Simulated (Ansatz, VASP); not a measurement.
# Cross-check of Zn (Zinc) between VASP and Ansatz, part 2 of 2

One calculation is typed for both programs; each brings its own data sets. How far apart do they land? Of the first pair: The cell is taken from a series of runs on this material, whose earlier steps may have relaxed, scaled, displaced or heated it; both programs get it as it stands.

VASP 6.6.1 and Ansatz 0.2.0.

So far: Starting point; Ansatz: relaxation of cell and atoms, LDA, pair 1; VASP: relaxation of cell and atoms, LDA, pair 1.

**4. Side by side**

Known differences besides the potentials themselves: the two LDA forms differ slightly; the cutoff is 420 eV in Ansatz and 500 eV in VASP; VASP's log shows a relativistic correction to its local exchange, Ansatz's none; Ansatz adds a Pulay correction to the stress that steers its cell, VASP none. Total energies have different zeros and are not compared.

Compared:

```
                                         quantity  Ansatz   VASP  difference
                                      volume (Å³)   27.23  27.41     -0.66 %
edge a after relaxation, in the typed setting (Å)   2.563  2.570     -0.26 %
edge c after relaxation, in the typed setting (Å)   4.785  4.791     -0.13 %
```

**5. VASP: relaxation of cell and atoms, LDA, pair 2**

The relaxed volume is the usual yardstick between codes: in a stiff, nearly cubic crystal its relative difference is about their pressure difference at one cell divided by the bulk modulus.

Contents of INCAR:

```
SYSTEM = Zn
PREC = Accurate
ENCUT = 500
EDIFF = 1E-07
NELM = 120
ISMEAR = 0
SIGMA = 0.1
LREAL = .FALSE.
ALGO = Normal
GGA = CA
NBANDS = 18
LORBIT = 11
LWAVE = .FALSE.
LCHARG = .FALSE.
ISIF = 3
IBRION = 2
NSW = 80
EDIFFG = -0.005
LASPH = .TRUE.
GGA_COMPAT = .FALSE.
NELMIN = 4
KPAR = 2
```

Contents of POSCAR:

```
Zn
1.0
    2.5657088344      0.0000000000      0.0000000000
   -1.2828544172      2.2219691623      0.0000000000
    0.0000000000      0.0000000000      4.8091253613
Zn
2
Direct
    0.3333332592      0.6666665185      0.2500000542
    0.6666667408      0.3333334815      0.7499999458
```

Contents of KPOINTS:

```
Automatic mesh
0
Gamma
24 24 12
0 0 0
```

PAW data sets: Zn (LDA family, release 64).

Launch:

```console
> mpirun -np 2 vasp_std
```

Numbers of over 12 decimals in the logs are rounded to 6 here.

Output:

```text
[... set-up lines as in an earlier step ...]
 entering main loop
       N       E                     dE             d eps       ncg     rms          rms(c)
DAV:   1     0.104345809774E+03    0.10435E+03   -0.12304E+04 16070   0.212E+03
DAV:   2     0.123129122582E+00   -0.10422E+03   -0.10136E+03 15432   0.295E+02
DAV:   3    -0.405545445464E+01   -0.41786E+01   -0.41637E+01 17152   0.680E+01
DAV:   4    -0.407724326027E+01   -0.21789E-01   -0.21783E-01 17084   0.498E+00
[...]
DAV:   9    -0.375543614709E+01    0.34178E-04   -0.29175E-04 19748   0.209E-01    0.302E-02
DAV:  10    -0.375543942166E+01   -0.32746E-05   -0.19572E-05 16482   0.398E-02    0.258E-03
DAV:  11    -0.375543939533E+01    0.26333E-07   -0.70207E-07 16846   0.112E-02
   1 F= -.37554394E+01 E0= -.37544967E+01  d E =-.375544E+01
[...]
N       E                     dE             d eps       ncg     rms          rms(c)
DAV:   1    -0.375548929424E+01   -0.49873E-04   -0.51423E-04 16686   0.407E-01    0.485E-02
DAV:   2    -0.375544744243E+01    0.41852E-04   -0.14333E-04 16664   0.259E-01    0.173E-02
DAV:   3    -0.375544239720E+01    0.50452E-05   -0.34769E-06 17898   0.299E-02    0.940E-03
DAV:   4    -0.375544039096E+01    0.20062E-05   -0.88162E-07 19684   0.173E-02    0.725E-04
DAV:   5    -0.375544040947E+01   -0.18511E-07   -0.21307E-07 11902   0.494E-03
   2 F= -.37554404E+01 E0= -.37544979E+01  d E =-.101414E-05
 trial-energy change:   -0.000001  1 .order   -0.000001   -0.000003    0.000000
 step:   0.8833(harm=  0.8833)  dis= 0.00000  next Energy=    -3.755441 (dE=-0.117E-05)
 reached required accuracy - stopping structural energy minimisation
```

From OUTCAR (step 5):

```text
  Total       -0.0036922     -0.0036922      0.0000002      0.0000000     -0.0000000     -0.0000000
  in kB       -0.2156956     -0.2156956      0.0000089      0.0000000     -0.0000000     -0.0000000
  external PRESSURE =      -0.1437941 kB  Pullay stress =       0.0000000 kB

 POSITION                                       TOTAL-FORCE (eV/Angst)
 -----------------------------------------------------------------------------------
     -0.00000      1.48138      1.20258         0.000000     -0.000000     -0.000000
      1.28292      0.74069      3.60772        -0.000000      0.000000      0.000000
 -----------------------------------------------------------------------------------
    total drift:                               -0.000007     -0.000005     -0.000028

  FREE ENERGIE OF THE ION-ELECTRON SYSTEM (eV)
  ---------------------------------------------------
  free  energy   TOTEN  =        -3.7554404095 eV

  energy  without entropy=       -3.7535554579  energy(sigma->0) =       -3.75449793

[... 2 parts as in an earlier step ...]

[... 2 further parts left out ...]
[key lines of the parts left out:]
E-fermi :   3.6416
```

**6. Ansatz: relaxation of cell and atoms, LDA, pair 2**

Its own start cell and the same functional (in two slightly different forms), mesh and smearing now go to Ansatz, which takes its cutoff from its data sets.

The two relaxations start from unlike cells of this crystal (the structure described is Ansatz's start), so only their ends are compared.

Contents of input.yaml:

```yaml
crystal:
  lattice:
    - [2.5974856673, 0.0, 0.0]
    - [-1.2987428336, 2.2494885738, 0.0]
    - [0.0, 0.0, 4.6165747416]
  atoms:
    - { symbol: Zn, position: [0.3333333333, 0.6666666667, 0.25] }
    - { symbol: Zn, position: [0.6666666667, 0.3333333333, 0.75] }
kpoints:
  mp_grid: { grid: [24, 24, 12] }
hamiltonian:
  xc: lda
scf:
  occupations: { method: gaussian, width: 0.1 }
output:
  forces: true
  stress: true
  eigenvalues: true
relax:
  adjacent_minimum: "off"
  f_tol: 0.005
  max_steps: 80
  cell: { stress_tol: 0.05 }
```

Launch:

```console
> ansatz run input.yaml --threads 8 --pin off --max-ram 14336MiB --backend cpu --events-out ev --progress --plain --runs-dir out
```

Output:

```text
[...]
Crystal: 2 atoms, lattice volume = 26.975 Å³
Basis set: ecut = 420 eV, 537 PW (Γ)
Bands: 16, of which v1, the nominal top of the filled ones, is band 12 counted from 1 (11 counted from 0)
Symmetry: 24 space group operations
[...]
k-points: 427 of 6912
[...]
k-point 426: bands = [... 8 lower, 5.0609, 5.0609, 13.3676, 13.3676, 14.2969, 14.2969, 14.9741, 14.9741]
--- Relaxed structure (9 steps of the walk, 9 accepted, 2 SCFs on fresh bases) ---
[...]
cell:  # Å, volume = 27.2483 Å³
    - [2.559424, -2.8444522506221013e-11, 0.0]
    - [-1.279712, 2.216526, 0.0]
    - [0.0, 0.0, 4.803125]
  atoms:
    - { symbol: Zn, position: [0.333333, 0.666667, 0.25] }
    - { symbol: Zn, position: [0.666667, 0.333333, 0.75] }
[key lines of the parts left out:]
SCF converged after 3 iterations
Free energy (F): -6492.516043 eV
Fermi energy:    12.352097 eV
P = ⅓ Tr σ = 0.0009 GPa (0.009 kbar)
```

**7. Comparison**

Compared:

```
                                         quantity  Ansatz   VASP  difference
                                      volume (Å³)   27.25  27.43     -0.65 %
edge a after relaxation, in the typed setting (Å)   2.559  2.566     -0.25 %
edge c after relaxation, in the typed setting (Å)   4.803  4.810     -0.15 %
```

**8. Outcome**

```json
{
 "difference in volume (relaxation of cell and atoms, LDA, pair 1)": "-0.66 %",
 "difference in volume (relaxation of cell and atoms, LDA, pair 2)": "-0.65 %"
}
```

The difference in volume is -0.66 % (relaxation of cell and atoms, LDA, pair 1), within the 1.2 % picked in this series as the mark of a large difference, as far as the stopping tolerances let one tell. How closely two codes agree says nothing of how well the functional describes the real material.

[Lines on the potential files, build, host, timing and source positions are cut from VASP's logs without a mark.]

[Logs are printed without paths, hosts, clocks, repeated set-up lines and the standing remarks that a program may print on its own settings, such as how far it seeks lower states.]

[Hosts, paths, dates, database ids (printed as entryN), source tags and the programs' standing remarks are cut or masked in the printed files.]
